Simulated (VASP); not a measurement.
All values below come from PBE GGA, VASP's PBE PAW potentials (set 64) (plane waves; VASP).

VASP input:

**KPOINTS**
```
k-points along high-symmetry lines
10
Line-mode
Reciprocal
  0.000000   0.000000   0.000000 ! GAMMA
 -0.000000   0.500000   0.000000 ! M

 -0.000000   0.500000   0.000000 ! M
 -0.333333   0.666667   0.000000 ! K

 -0.333333   0.666667   0.000000 ! K
  0.000000   0.000000   0.000000 ! GAMMA

  0.000000   0.000000   0.000000 ! GAMMA
  0.000000   0.000000   0.500000 ! A

  0.000000   0.000000   0.500000 ! A
 -0.000000   0.500000   0.500000 ! L

 -0.000000   0.500000   0.500000 ! L
 -0.333333   0.666667   0.500000 ! H

 -0.333333   0.666667   0.500000 ! H
  0.000000   0.000000   0.500000 ! A

 -0.000000   0.500000   0.500000 ! L
 -0.000000   0.500000   0.000000 ! M

 -0.333333   0.666667   0.500000 ! H
 -0.333333   0.666667   0.000000 ! K
```

INCAR:
```
ALGO=Normal
EDIFF=1E-7
ENCUT=400
GGA=PE
ICHARG=11
ISMEAR=0
LASPH=.True.
LCHARG=.False.
LMAXMIX=4
LORBIT=11
LREAL=.False.
LWAVE=.False.
NELM=100
PREC=Accurate
SIGMA=0.05
SYSTEM=Cd
```

**POSCAR**
```
Cd
1
    1.4965650857    -2.5921270655    -0.0000000000
    1.4965650857     2.5921270655     0.0000000000
    0.0000000000     0.0000000000     5.8510063721
Cd
2
Direct
  0.3333330000   0.6666670000   0.2500000000
  0.6666670000   0.3333330000   0.7500000000
```

POTCAR, in this order: Cd (PBE.64 set). Program: vasp_std. Read from the step before: CHGCAR.

Output

**OUTCAR**
```
 ion  position               nearest neighbor table
   1  0.333  0.667  0.250-   2 3.40   2 3.40   2 3.40   2 3.40   2 3.40   2 3.40
   2  0.667  0.333  0.750-   1 3.40   1 3.40   1 3.40   1 3.40   1 3.40   1 3.40
  LATTYP: Found a hexagonal cell.
 ALAT       =     2.9931304314
 C/A-ratio  =     1.9548116950
 Subroutine PRICEL returns:
 Original cell was already a primitive cell.
 Subroutine GETGRP returns: Found 24 space group operations
The static configuration has the point symmetry D_3d.
 The point group associated with its full space group is D_6h.
The dynamic configuration has the point symmetry D_3d.
 Subroutine INISYM returns: Found 24 space group operations
   k-points           NKPTS =     90   k-points in BZ     NKDIM =     90   number of bands    NBANDS=     16
   number of dos      NEDOS =    301   number of ions     NIONS =      2
   total plane-waves  NPLWV =  16000
   dimension x,y,z NGX =    20 NGY =   20 NGZ =   40
   dimension x,y,z NGXF=    40 NGYF=   40 NGZF=   80
   ions per type =               2
   PREC   = accura    normal or accurate (medium, high low for compatibility)
   ISTART =      0    job   : 0-new  1-cont  2-samecut
   ICHARG =     11    charge: 1-file 2-atom 10-const
   ISPIN  =      1    spin polarized calculation?
   LNONCOLLINEAR =      F non collinear calculations
   LSORBIT =      F    spin-orbit coupling
...
```

OSZICAR:
```
       N       E                     dE             d eps       ncg     rms          rms(c)
DAV:   1     0.142900527398E+03    0.14290E+03   -0.11698E+04  2888   0.122E+03
DAV:   2     0.239218289690E+01   -0.14051E+03   -0.13806E+03  3056   0.341E+02
DAV:   3    -0.476697445484E+00   -0.28689E+01   -0.28598E+01  3440   0.583E+01
DAV:   4    -0.479711952451E+00   -0.30145E-02   -0.30144E-02  3448   0.166E+00
DAV:   5    -0.479721927409E+00   -0.99750E-05   -0.99753E-05  3464   0.871E-02
DAV:   6    -0.479721981158E+00   -0.53749E-07   -0.53768E-07  3504   0.578E-03
   1 F= -.47972198E+00 E0= -.47782828E+00  d E =-.378740E-02
```

File OUTCAR:
```
 val. band max:        2.8445339861   @ k =  -0.3333   0.6667   0.0000

 cond. band min:       2.8581899262   @ k =  -0.3333   0.6667   0.0556



 k-point     1 :       0.0000    0.0000    0.0000
  band No.  band energies     occupation
      1      -7.1188      2.00000
      2      -6.9265      2.00000
      3      -6.5353      2.00000
      4      -6.5353      2.00000
      5      -6.4976      2.00000
      6      -6.4976      2.00000
      7      -6.0090      2.00000
      8      -6.0090      2.00000
      9      -5.8847      2.00000
     10      -5.8222      2.00000
     11      -5.8222      2.00000
     12      -0.7960      2.00000
     13      -0.2978      2.00000
     14      11.9952      0.00000
     15      16.1777      0.00000
     16      17.2418      0.00000

 k-point     2 :       0.0000    0.0556    0.0000
  band No.  band energies     occupation
      1      -7.0869      2.00000
      2      -6.8971      2.00000
      3      -6.5470      2.00000
      4      -6.5088      2.00000
      5      -6.5076      2.00000
      6      -6.4707      2.00000
      7      -6.0319      2.00000
      8      -6.0182      2.00000
      9      -5.8608      2.00000
     10      -5.8227      2.00000
     11      -5.8196      2.00000
     12      -0.7497      2.00000
     13      -0.1823      2.00000
     14      12.0942      0.00000
     15      16.0049      0.00000
     16      16.1944      0.00000

 k-point     3 :       0.0000    0.1111    0.0000
  band No.  band energies     occupation
      1      -7.0054      2.00000
      2      -6.8287      2.00000
      3      -6.5763      2.00000
      4      -6.5307      2.00000
      5      -6.4269      2.00000
      6      -6.3922      2.00000
      7      -6.1026      2.00000
      8      -6.0428      2.00000
      9      -5.9583      2.00000
     10      -5.8246      2.00000
     11      -5.6092      2.00000
     12      -0.6058      2.00000
     13       0.1519      2.00000
     14      12.3832      0.00000
...
```

The density is held fixed in this step, so its total energy and stress have no physical meaning.

The compound is Cd in the hcp structure. It was relaxed first, which changed the volume by +5 %.
